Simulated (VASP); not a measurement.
A convergence study with VASP on Cu2O (cuprite): one setting is varied, all else stays as given below, so the limit is that of these other settings.

```
CELL_PARAMETERS angstrom
      4.27000     0.00000     0.00000
      0.00000     4.27000     0.00000
      0.00000     0.00000     4.27000
ATOMIC_POSITIONS crystal
  Cu 0.75000 0.25000 0.75000
  Cu 0.25000 0.75000 0.75000
  Cu 0.75000 0.75000 0.25000
  Cu 0.25000 0.25000 0.25000
  O  0.00000 0.00000 0.00000
  O  0.50000 0.50000 0.50000
```

Computed with PBEsol GGA, VASP's PBE PAW potentials (set 64) (plane waves; VASP). The tightest run used: 700 eV cut-off, 14×14×14 Γ-centred mesh, tetrahedra with Blöchl corrections, potentials Cu O.

Question: The settings run are 3×3×3 mesh; 4×4×4 mesh; 5×5×5 mesh; 6×6×6 mesh; 7×7×7 mesh; 8×8×8 mesh; 9×9×9 mesh; 10×10×10 mesh; 11×11×11 mesh; 12×12×12 mesh; 13×13×13 mesh; 14×14×14 mesh. From which on does the energy per atom stay within 0.001 eV/atom of the tightest run?

Answer: From 5×5×5 mesh on: it is off by 0.0006 there and by no more than 0.001 in any finer run, while 4×4×4 mesh is off by 0.0022.
```
setting        E (eV/atom)  pressure (GPa)  irreducible k-points  difference judged (eV/atom)
-------------  -----------  --------------  --------------------  ---------------------------
3×3×3 mesh         -4.9867           -3.08                     4                       0.0060
4×4×4 mesh         -4.9905           -3.26                    10                       0.0022
5×5×5 mesh         -4.9921           -3.35                    10                       0.0006
6×6×6 mesh         -4.9924           -3.39                    20                       0.0002
7×7×7 mesh         -4.9926           -3.40                    20                       0.0001
8×8×8 mesh         -4.9926           -3.40                    35                       0.0000
9×9×9 mesh         -4.9927           -3.41                    35                       0.0000
10×10×10 mesh      -4.9927           -3.41                    56                       0.0000
11×11×11 mesh      -4.9927           -3.41                    56                       0.0000
12×12×12 mesh      -4.9927           -3.41                    84                       0.0000
13×13×13 mesh      -4.9927           -3.41                    84                       0.0000
14×14×14 mesh      -4.9927           -3.41                   120                       0.0000
```

Left out are rungs that failed or repeat a setting and relaxations that didn't move; long series are thinned to 24 rows.

The compound is Cu2O in the cuprite structure. The cell was not relaxed at this level.
